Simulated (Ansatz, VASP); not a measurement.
# Cross-check of H52C5SNO23F3 between VASP and Ansatz, part 2 of 2

One calculation is typed for both programs; each brings its own data sets. How far apart do they land? The structure shown is the start of the Ansatz relaxation below; VASP solves that cell, so the two are compared at the walk's first step.

VASP 6.6.1 and Ansatz 0.2.0.

So far: Set-up; Ansatz: relaxation, PBE with D4.

## 3. VASP: single point, PBE with D4, start cell, pair 1

Level of this step: PBE with D4, zero-moment start; plane waves and PAW (C, N, H, O, S, F) (VASP).

The same cell, functional, mesh and smearing now go to VASP, with its own data sets.

Lines of VASP's logs that name or quote its potential files are left out, and so is its time.

INCAR reads:

```
SYSTEM = H52C5SNO23F3
PREC = Accurate
ENCUT = 520
EDIFF = 1E-06
NELM = 200
ISMEAR = -1
SIGMA = 0.01
LREAL = Auto
ALGO = Normal
GGA = PE
IVDW = 13
NELECT = 243
NBANDS = 184
ISPIN = 2
MAGMOM = 0 -0 -0 -0 -0 0 -0 0 -0 0 0 -0 -0 0 0 -0 -0 0 -0 -0 0 0 -0 0 0 -0 0 0 -0 0 -0 -0 -0 -0 -0 0 0 -0 -0 0 -0 -0 0 -0 0 -0 0 -0 0 0 -0 0 -0 0 -0 -0 -0 -0 0 -0 0 0 -0 -0 -0 -0 -0 0 0 -0 0 -0 0 0 0 -0 -0 0 0 0 0 -0 0 -0 0
LORBIT = 11
LWAVE = .FALSE.
LCHARG = .FALSE.
ISIF = 2
LASPH = .TRUE.
GGA_COMPAT = .FALSE.
NCORE = 2
```

POSCAR reads:

```
H52C5SNO23F3
1.0
    9.5484800000      0.0000000000      0.0000000000
    0.0000000000      9.5484800000      0.0000000000
    0.0000000000      0.0000000000      9.5484800000
C N H O S F
5 1 52 23 1 3
Direct
    0.4925914910      0.6612780254      0.3842810583
    0.6275449077      0.5742798854      0.5831922987
    0.4165060826      0.7160825597      0.6231148832
    0.6285084118      0.8242149536      0.5265969034
    0.1604653306      0.7268800898      0.9973000938
    0.5408923724      0.6939010188      0.5297492376
    0.4296076444      0.5656083481      0.3873915011
    0.4295133885      0.7487579175      0.3459608231
    0.5852764000      0.6469197192      0.3185533195
    0.5631367506      0.4796889138      0.5815794765
    0.7185541573      0.5630006032      0.5144902644
    0.6618330876      0.5966918295      0.6901936224
    0.3556063373      0.6191247193      0.6272411944
    0.3544229029      0.8030073897      0.5812548175
    0.4550462482      0.7434481719      0.7272466403
    0.5651056503      0.9092965582      0.4837209692
    0.7187217232      0.8040860954      0.4591306679
    0.6614036999      0.8474856731      0.6335039713
    0.4794899293      0.9528008646      0.9078513020
    0.6356718556      0.9641744026      0.8581365830
    0.4883185596      0.1505161031      0.3589262375
    0.4806733637      0.2220039210      0.5106153021
    0.7154437146      0.3925232079      0.1352257113
    0.8620010724      0.3473537149      0.1876947954
    0.0730796944      0.0344557458      0.5427774892
    0.9455641107      0.9428306914      0.5890675793
    0.8275872181      0.5940840846      0.2140969034
    0.9257075472      0.6586283890      0.3254758873
    0.8367195616      0.0651936224      0.8433907805
    0.8804228526      0.9059452395      0.8328236536
    0.1221241496      0.5253925232      0.3769500486
    0.1451539931      0.6854913033      0.3482858005
    0.0966646000      0.2822438755      0.3061639130
    0.2536005731      0.3055250679      0.3547580348
    0.5024674084      0.9747520024      0.1892657261
    0.6585655518      0.0063151413      0.2268738061
    0.9204501659      0.1011155702      0.2407713060
    0.9336040920      0.1435202252      0.3943035960
    0.4990008881      0.2948741580      0.7330486109
    0.5315819900      0.1319162841      0.7317395020
    0.8776894333      0.4034778310      0.7925449915
    0.8649334763      0.4878053889      0.9293939978
    0.4575702101      0.3241563055      0.1128766044
    0.5128146050      0.3444422568      0.2635288549
    0.3432588223      0.3719021247      0.8807894031
    0.4529726197      0.4907063742      0.8656561044
    0.2559883877      0.1806674989      0.0329057609
    0.2360375683      0.3148459231      0.1235694058
    0.8373688797      0.8521251550      0.2021473575
    0.8313679245      0.9532407252      0.0699168873
    0.7354154797      0.2235015416      0.7108984886
    0.8865599551      0.1676916116      0.6673208720
    0.2270832635      0.9641953484      0.3938532625
    0.3028754315      0.0889042026      0.4674775462
    0.4886432186      0.6895757230      0.0155312678
    0.5351951305      0.5416778377      0.0659581420
    0.9239481048      0.6589425752      0.7241990348
    0.0060009551      0.6973047019      0.5896121686
    0.3926069909      0.8611737156      0.0671834679
    0.1781749556      0.0025030162      0.0372101109
    0.2045665907      0.8464593317      0.2430229733
    0.5376248366      0.9763962432      0.8269902644
    0.4360694058      0.2216897349      0.4155635242
    0.8151349744      0.4201087503      0.1323770904
    0.9697564429      0.0383307081      0.5603928583
    0.8383428567      0.6784011696      0.2734990281
    0.8208322162      0.9702800865      0.8851775361
    0.0928420021      0.6200672777      0.4073842119
    0.1756824123      0.3507259794      0.3051585174
    0.5603823855      0.0275645967      0.2550353564
    0.9434695365      0.1834428097      0.2998173531
    0.5494905996      0.2199198197      0.6784744797
    0.8817005429      0.4998491907      0.8290638929
    0.5292151212      0.3763530949      0.1672726968
    0.4029122960      0.4181922149      0.8105583297
    0.2897110325      0.2773320989      0.0432634304
    0.8241102249      0.9514289185      0.1733574349
    0.8345516773      0.2170188344      0.7423066289
    0.2390642280      0.0095512584      0.4853337913
    0.5392481316      0.6058451188      0.9855076410
    0.9444330407      0.7382117363      0.6606601260
    0.2405827943      0.8763279601      0.0960257549
    0.2009848688      0.6047349945      0.0550558832
    0.0204954087      0.7354050069      0.0024820704
    0.2024615436      0.7305455947      0.8634568015
```

KPOINTS reads:

```
Automatic mesh
0
Gamma
1 1 1
0 0 0
```

PAW data sets: C, N, H, O, S and F (PBE family, release 64).

Launch:

```bash
> mpirun -np 8 vasp_gam
```

Numbers of over 12 decimals in the logs are rounded to 6 here.

The program printed:

```text
[banner, memory and clock lines left out]
running    8 mpi-ranks, on    1 nodes
[...]
LDA part: xc-table for (Slater+PW92), standard interpolation
 POSCAR, INCAR and KPOINTS ok, starting setup
[...]
entering main loop
       N       E                     dE             d eps       ncg     rms          rms(c)
DAV:   1     0.190629335327E+04    0.19063E+04   -0.13470E+05   776   0.124E+03
DAV:   2    -0.273173051744E+03   -0.21795E+04   -0.20890E+04   912   0.307E+02
DAV:   3    -0.465445797365E+03   -0.19227E+03   -0.19089E+03   912   0.950E+01
DAV:   4    -0.468757749110E+03   -0.33120E+01   -0.32961E+01   936   0.137E+01
DAV:   5    -0.468821681042E+03   -0.63932E-01   -0.63839E-01   928   0.179E+00BRMIX: very serious problems
 the old and the new charge density differ
 old charge density:   242.00000 new  243.00000
    0.540E+01
DAV:   6    -0.429087086285E+03    0.39735E+02   -0.11834E+02   896   0.258E+01    0.263E+01
DAV:   7    -0.428034410005E+03    0.10527E+01   -0.95376E+00   928   0.707E+00    0.119E+01
DAV:   8    -0.427531299285E+03    0.50311E+00   -0.13917E+00   928   0.327E+00    0.270E+00
DAV:   9    -0.427495099866E+03    0.36199E-01   -0.18905E-01   912   0.126E+00    0.650E-01
[...]
DAV:  17    -0.427509689602E+03   -0.43690E-05   -0.66934E-06   896   0.732E-03    0.568E-03
DAV:  18    -0.427509690758E+03   -0.11562E-05   -0.14488E-06   608   0.437E-03    0.288E-03
DAV:  19    -0.427509691618E+03   -0.85970E-06   -0.17460E-06   632   0.423E-03
   1 F= -.43057890E+03 E0= -.43057196E+03  d E =-.138629E-01  mag=     0.0001
```

Parts of OUTCAR (step 3):

```text
  FREE ENERGIE OF THE ION-ELECTRON SYSTEM (eV)
  ---------------------------------------------------
  free  energy   TOTEN  =      -430.5788951750 eV

  energy  without entropy=     -430.5650322326  energy(sigma->0) =     -430.57196370

 magnetization (x)
# of ion       s       p       d       tot
------------------------------------------
    1        0.000   0.000   0.000   0.000
    2        0.000  -0.000   0.000   0.000
    3        0.000  -0.000   0.000   0.000
    4        0.000  -0.000   0.000   0.000
    5       -0.000   0.000   0.000   0.000
    6        0.000   0.000   0.000   0.000
    7       -0.000   0.000   0.000   0.000
    8       -0.000   0.000   0.000   0.000
    9        0.000   0.000   0.000   0.000
   10       -0.000   0.000   0.000   0.000
   11       -0.000   0.000   0.000   0.000
   12       -0.000   0.000   0.000   0.000
   13       -0.000   0.000   0.000   0.000
[...]
--------------------------------------------------
tot          0.000   0.000   0.000   0.000

[... 1 further part left out ...]
```

This run allows spin, but its moments start at zero, where symmetry between the spins tends to hold them. Its electron count is odd, so without a moment it is a metal by construction.

## 4. Differences

Known differences besides the potentials themselves: the cutoff is 420 eV in Ansatz and 520 eV in VASP (PREC = Accurate, projectors in real space). Total energies have different zeros and are not compared.

Forces on 7 of the 85 atoms, those with the largest forces and the largest differences (eV/Å; atoms numbered as in POSCAR):

```csv
atom,"Ansatz x, y, z","VASP x, y, z"
C5,"-0.022, -0.021, 0.009","0.143, 0.274, 0.201"
H38,"-0.022, -0.008, 0.143","-0.027, -0.019, 0.254"
H44,"-0.008, -0.029, 0.133","-0.002, -0.042, 0.241"
S82,"0.056, 0.230, 0.191","0.087, 0.389, 0.283"
F83,"0.015, -0.008, 0.010","0.138, -0.357, 0.187"
F84,"-0.006, 0.011, -0.001","-0.421, 0.047, 0.021"
F85,"0.026, 0.014, -0.034","0.161, 0.035, -0.430"
```

The forces differ by 74 meV/Å r.m.s., which is 69.5 % of the r.m.s. force of 0.107 eV/Å (both taken over all components). Moments aren't recorded for both runs of this pair, so they may hold unlike magnetic states. The cell carries a charge of -1 e against a uniform background, so its pressure also hangs on how the neutralising background is counted, and in a defect's cell a gap may be the spacing between its levels.

## 5. Ansatz: relaxation, PBE with D4

The two programs are compared at the cell with which this relaxation starts, whose forces are those of its first step.

The structure compared here is the start of the Ansatz relaxation; VASP solves that cell, so the two are compared at the walk's first step.

input.yaml reads:

```yaml
crystal:
  lattice:
    - [9.54848, 0.0, 0.0]
    - [0.0, 9.54848, 0.0]
    - [0.0, 0.0, 9.54848]
  atoms:
    - { symbol: C, position: [0.49259, 0.66128, 0.38428] }
    - { symbol: "N", position: [0.54089, 0.6939, 0.52975] }
    - { symbol: C, position: [0.62755, 0.57428, 0.58319] }
    - { symbol: C, position: [0.41651, 0.71608, 0.62311] }
    - { symbol: C, position: [0.62851, 0.82422, 0.5266] }
    - { symbol: H, position: [0.42961, 0.56561, 0.38739] }
    - { symbol: H, position: [0.42951, 0.74876, 0.34596] }
    - { symbol: H, position: [0.58528, 0.64692, 0.31855] }
    - { symbol: H, position: [0.56314, 0.47969, 0.58158] }
    - { symbol: H, position: [0.71855, 0.563, 0.51449] }
    - { symbol: H, position: [0.66183, 0.59669, 0.69019] }
    - { symbol: H, position: [0.35561, 0.61913, 0.62724] }
    - { symbol: H, position: [0.35442, 0.80301, 0.58126] }
    - { symbol: H, position: [0.45505, 0.74345, 0.72725] }
    - { symbol: H, position: [0.56511, 0.9093, 0.48372] }
    - { symbol: H, position: [0.71872, 0.80409, 0.45913] }
    - { symbol: H, position: [0.6614, 0.84749, 0.6335] }
    - { symbol: O, position: [0.39261, 0.86117, 0.06718] }
    - { symbol: S, position: [0.24058, 0.87633, 0.09603] }
    - { symbol: O, position: [0.17817, 0.0025, 0.03721] }
    - { symbol: O, position: [0.20457, 0.84646, 0.24302] }
    - { symbol: C, position: [0.16047, 0.72688, 0.9973] }
    - { symbol: F, position: [0.20099, 0.60474, 0.05506] }
    - { symbol: F, position: [0.0205, 0.7354, 0.00248] }
    - { symbol: F, position: [0.20246, 0.73055, 0.86346] }
    - { symbol: O, position: [0.53762, 0.9764, 0.82699] }
    - { symbol: H, position: [0.47949, 0.9528, 0.90785] }
    - { symbol: H, position: [0.63567, 0.96417, 0.85814] }
    - { symbol: O, position: [0.43607, 0.22169, 0.41556] }
    - { symbol: H, position: [0.48832, 0.15052, 0.35893] }
    - { symbol: H, position: [0.48067, 0.222, 0.51062] }
    - { symbol: O, position: [0.81514, 0.42011, 0.13238] }
    - { symbol: H, position: [0.71544, 0.39252, 0.13523] }
    - { symbol: H, position: [0.862, 0.34735, 0.18769] }
    - { symbol: O, position: [0.96976, 0.03833, 0.56039] }
    - { symbol: H, position: [0.07308, 0.03446, 0.54278] }
    - { symbol: H, position: [0.94556, 0.94283, 0.58907] }
    - { symbol: O, position: [0.83834, 0.6784, 0.2735] }
    - { symbol: H, position: [0.82759, 0.59408, 0.2141] }
    - { symbol: H, position: [0.92571, 0.65863, 0.32548] }
    - { symbol: O, position: [0.82083, 0.97028, 0.88518] }
    - { symbol: H, position: [0.83672, 0.06519, 0.84339] }
    - { symbol: H, position: [0.88042, 0.90595, 0.83282] }
    - { symbol: O, position: [0.09284, 0.62007, 0.40738] }
    - { symbol: H, position: [0.12212, 0.52539, 0.37695] }
    - { symbol: H, position: [0.14515, 0.68549, 0.34829] }
    - { symbol: O, position: [0.17568, 0.35073, 0.30516] }
    - { symbol: H, position: [0.09666, 0.28224, 0.30616] }
    - { symbol: H, position: [0.2536, 0.30552, 0.35476] }
    - { symbol: O, position: [0.56038, 0.02756, 0.25504] }
    - { symbol: H, position: [0.50247, 0.97475, 0.18927] }
    - { symbol: H, position: [0.65857, 0.00631, 0.22687] }
    - { symbol: O, position: [0.94347, 0.18344, 0.29982] }
    - { symbol: H, position: [0.92045, 0.10112, 0.24077] }
    - { symbol: H, position: [0.9336, 0.14352, 0.3943] }
    - { symbol: O, position: [0.54949, 0.21992, 0.67847] }
    - { symbol: H, position: [0.499, 0.29487, 0.73305] }
    - { symbol: H, position: [0.53158, 0.13192, 0.73174] }
    - { symbol: O, position: [0.8817, 0.49985, 0.82906] }
    - { symbol: H, position: [0.87769, 0.40348, 0.79255] }
    - { symbol: H, position: [0.86493, 0.48781, 0.92939] }
    - { symbol: O, position: [0.52922, 0.37635, 0.16727] }
    - { symbol: H, position: [0.45757, 0.32416, 0.11288] }
    - { symbol: H, position: [0.51281, 0.34444, 0.26353] }
    - { symbol: O, position: [0.40291, 0.41819, 0.81056] }
    - { symbol: H, position: [0.34326, 0.3719, 0.88079] }
    - { symbol: H, position: [0.45297, 0.49071, 0.86566] }
    - { symbol: O, position: [0.28971, 0.27733, 0.04326] }
    - { symbol: H, position: [0.25599, 0.18067, 0.03291] }
    - { symbol: H, position: [0.23604, 0.31485, 0.12357] }
    - { symbol: O, position: [0.82411, 0.95143, 0.17336] }
    - { symbol: H, position: [0.83737, 0.85212, 0.20215] }
    - { symbol: H, position: [0.83137, 0.95324, 0.06992] }
    - { symbol: O, position: [0.83455, 0.21702, 0.74231] }
    - { symbol: H, position: [0.73542, 0.2235, 0.7109] }
    - { symbol: H, position: [0.88656, 0.16769, 0.66732] }
    - { symbol: O, position: [0.23906, 0.00955, 0.48533] }
    - { symbol: H, position: [0.22708, 0.9642, 0.39385] }
    - { symbol: H, position: [0.30288, 0.0889, 0.46748] }
    - { symbol: O, position: [0.53925, 0.60584, 0.98551] }
    - { symbol: H, position: [0.48864, 0.68958, 0.01553] }
    - { symbol: H, position: [0.53519, 0.54168, 0.06596] }
    - { symbol: O, position: [0.94443, 0.73821, 0.66066] }
    - { symbol: H, position: [0.92395, 0.65894, 0.7242] }
    - { symbol: H, position: [0.006, 0.6973, 0.58961] }
total_charge: 1
kpoints:
  mp_grid: { grid: [1, 1, 1] }
hamiltonian:
  xc: pbe
  dispersion: d4
scf:
  occupations: { method: fermi_dirac, width: 0.01 }
  lower_state_search: "off"
output:
  forces: true
magnetization:
  spin_polarized: true
  initial_magnetization: 1
relax:
  f_tol: 0.05
  max_steps: 90
```

Launch:

```bash
> ansatz run input.yaml --threads 4 --pin off --max-ram 8192MiB --backend cpu --events-out ev --progress --plain --runs-dir out
```

The program printed:

```text
[...]
Crystal: 85 atoms, lattice volume = 870.568 Å³
Basis set: ecut = 420 eV, 17071 PW (Γ), exchange–correlation on 128×128×128 points (8 copies of the dense FFT grid, shifted against one another)
Bands: 206, of which v1, the nominal top of the filled ones, is band 121 counted from 1 (120 counted from 0)
Symmetry: 1 space group operations
[...]
k-points: 1
[...]
Starting moments: Σ|m| = 1 μB on 85 of 85 sites
[...]
- { symbol: O, position: [0.850148, 0.675919, 0.273047] }
[...]
- { symbol: O, position: [0.822752, 0.215342, 0.748074] }
[...]
- { symbol: O, position: [0.221381, 0.023953, 0.485982] }
[...]
- { symbol: O, position: [0.530894, 0.603595, 0.978912] }
    - { symbol: H, position: [0.483040, 0.687994, 0.011665] }
    - { symbol: H, position: [0.532493, 0.540179, 0.060296] }
    - { symbol: O, position: [0.956656, 0.670774, 0.666714] }
    - { symbol: H, position: [0.952700, 0.593653, 0.737103] }
    - { symbol: H, position: [0.011798, 0.636192, 0.585908] }
```

## 6. VASP: single point, PBE with D4, start cell, pair 2

The same cell, functional, mesh and smearing now go to VASP, with its own data sets.

INCAR reads:

```
SYSTEM = H52C5SNO23F3
PREC = Accurate
ENCUT = 520
EDIFF = 1E-06
NELM = 200
ISMEAR = -1
SIGMA = 0.01
LREAL = Auto
ALGO = Normal
GGA = PE
IVDW = 13
NELECT = 241
NBANDS = 184
ISPIN = 2
MAGMOM = 0 -0 0 0 -0 0 0 0 0 0 0 -0 0 0 0 0 -0 0 -0 -0 -0 0 -0 -0 -0 -0 -0 -0 -0 -0 -0 -0 -0 -0 -0 -0 -0 -0 -0 -0 -0 -0 0 -0 -0 -0 0 0 -0 -0 -0 -0 -0 -0 -0 -0 -0 -0 0.02 0.02 0.02 0.01 0 0.01 0 0.04 0 0.01 0 0.02 0 0.01 0.08 0 0.04 0 0 0 0 0.01 0.09 -0 0 0 0
LORBIT = 11
LWAVE = .FALSE.
LCHARG = .FALSE.
ISIF = 2
LASPH = .TRUE.
GGA_COMPAT = .FALSE.
NCORE = 2
```

POSCAR is that of step 3.

KPOINTS is that of step 3.

Launch:

```bash
> mpirun -np 8 vasp_gam
```

The program printed:

```text
[... set-up lines as in an earlier step ...]
 entering main loop
       N       E                     dE             d eps       ncg     rms          rms(c)
DAV:   1     0.188311124872E+04    0.18831E+04   -0.13322E+05   776   0.123E+03
DAV:   2    -0.271390410391E+03   -0.21545E+04   -0.20599E+04   912   0.305E+02
DAV:   3    -0.461443234015E+03   -0.19005E+03   -0.18845E+03   912   0.942E+01
DAV:   4    -0.464678224672E+03   -0.32350E+01   -0.32235E+01   936   0.136E+01
DAV:   5    -0.464740016108E+03   -0.61791E-01   -0.61723E-01   928   0.177E+00BRMIX: very serious problems
 the old and the new charge density differ
 old charge density:   242.00000 new  241.00000
    0.531E+01
DAV:   6    -0.427446732305E+03    0.37293E+02   -0.11154E+02   912   0.257E+01    0.262E+01
DAV:   7    -0.427407532391E+03    0.39200E-01   -0.11557E+01   984   0.901E+00    0.142E+01
DAV:   8    -0.426528726099E+03    0.87881E+00   -0.40132E+00  1064   0.629E+00    0.761E+00
DAV:   9    -0.426520952086E+03    0.77740E-02   -0.27842E+00  1000   0.498E+00    0.743E+00
[...]
DAV:  50    -0.425956445758E+03    0.25711E-05   -0.18923E-05   720   0.769E-03    0.344E-02
DAV:  51    -0.425956447187E+03   -0.14290E-05   -0.71996E-06   640   0.649E-03    0.313E-02
DAV:  52    -0.425956446478E+03    0.70865E-06   -0.66242E-06   640   0.577E-03
   1 F= -.42902565E+03 E0= -.42901605E+03  d E =-.192014E-01  mag=     1.0000
```

OUTCAR, selected parts (step 6):

```text
  FREE ENERGIE OF THE ION-ELECTRON SYSTEM (eV)
  ---------------------------------------------------
  free  energy   TOTEN  =      -429.0256500353 eV

  energy  without entropy=     -429.0064486462  energy(sigma->0) =     -429.01604934

 magnetization (x)
# of ion       s       p       d       tot
------------------------------------------
    1        0.000   0.001   0.000   0.001
    2       -0.000   0.000   0.000   0.000
    3        0.000   0.001   0.000   0.001
    4       -0.000   0.001   0.000   0.001
    5       -0.000  -0.000   0.000  -0.000
    6       -0.000   0.000   0.000   0.000
    7        0.000   0.000   0.000   0.000
    8        0.000   0.000   0.000   0.000
    9        0.000   0.000   0.000   0.000
   10       -0.000  -0.000   0.000  -0.000
   11        0.000   0.000   0.000   0.000
   12        0.000  -0.000   0.000   0.000
   13        0.000   0.000   0.000   0.000
[...]
--------------------------------------------------
tot         -0.009   0.814   0.000   0.805

[... 1 part as in an earlier step ...]
```

The run ends at a pressure of -1.03 GPa, with forces up to 0.45 eV/Å.

## 7. Comparison

What differs besides the data sets and the points named for the pairs above, as far as they apply: VASP starts from the moments at which Ansatz ended. Total energies have different zeros and are not compared.

Forces on 7 of the 85 atoms, those with the largest forces and the largest differences (eV/Å; atoms numbered as in POSCAR):

```csv
atom,"Ansatz x, y, z","VASP x, y, z"
H28,"0.171, -0.061, 0.147","0.250, -0.051, 0.222"
H41,"0.024, -0.316, -0.146","0.026, -0.398, -0.213"
H42,"-0.068, 0.000, 0.259","-0.085, 0.025, 0.368"
H45,"-0.147, -0.091, 0.124","-0.225, -0.158, 0.175"
F83,"-0.007, 0.062, -0.003","0.115, -0.292, 0.171"
F84,"-0.029, 0.018, 0.005","-0.445, 0.048, 0.024"
F85,"-0.012, 0.020, 0.040","0.121, 0.037, -0.360"
```

The forces differ by 75 meV/Å r.m.s., which is 70.5 % of the r.m.s. force of 0.107 eV/Å (both taken over all components). VASP's last cycles still show a density residual of 3e-03, so its state may not be settled. Moments aren't recorded for both runs of this pair, so they may hold unlike magnetic states. The cell carries a charge of +1 e against a uniform background, so its pressure also hangs on how the neutralising background is counted, and in a defect's cell a gap may be the spacing between its levels.

## 8. What came out

```json
{
  "r.m.s. force difference (single point, PBE with D4, start cell, pair 1)": "74 meV/Å",
  "r.m.s. force difference (single point, PBE with D4, start cell, pair 2)": "75 meV/Å"
}
```

What this shows: The r.m.s. force difference is 75 meV/Å (single point, PBE with D4, start cell, pair 2), beyond the 12 meV/Å picked in this series as the mark of a large difference. What causes the difference of the single point, PBE with D4, start cell, pair 1 pair stays open here. What causes the difference of the single point, PBE with D4, start cell, pair 2 pair stays open here. 2 further runs of this series are not shown here. How closely two codes agree says nothing of how well the functional describes the real material.

[Lines on the potential files, build, host, timing and source positions are cut from VASP's logs without a mark.]

[Logs are printed without paths, hosts, clocks, repeated set-up lines and the standing remarks that a program may print on its own settings, such as how far it seeks lower states.]

[Hosts, paths, dates, database ids (printed as entryN), source tags and the programs' standing remarks are cut or masked in the printed files.]
